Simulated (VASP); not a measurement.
Input:

```
CELL_PARAMETERS angstrom
      0.00000     2.37117     2.37117
      2.37117     0.00000     2.37117
      2.37117     2.37117     0.00000
ATOMIC_POSITIONS crystal
  B  0.00000 0.00000 0.00000
  As 0.25000 0.25000 0.25000
```

The numbers are results of LDA (Ceperley-Alder, Perdew-Zunger), VASP's LDA PAW potentials (set 64) (plane waves; VASP 6.6.1), not measurements. Numerical set-up: 520 eV cut-off, 9×9×9 Γ-centred mesh, Gaussian smearing of 0.050 eV, potentials B As.

### Question
What does the run give for the energy per atom (σ→0)?

### Answer

```yaml
energy per atom (σ→0): -623.6 kJ/mol of atoms
```

Total energies compare only between runs with the same potentials, cut-off and functional.

The compound is BAs in the zinc blende structure. It was relaxed first. The start is the result of an earlier pass.
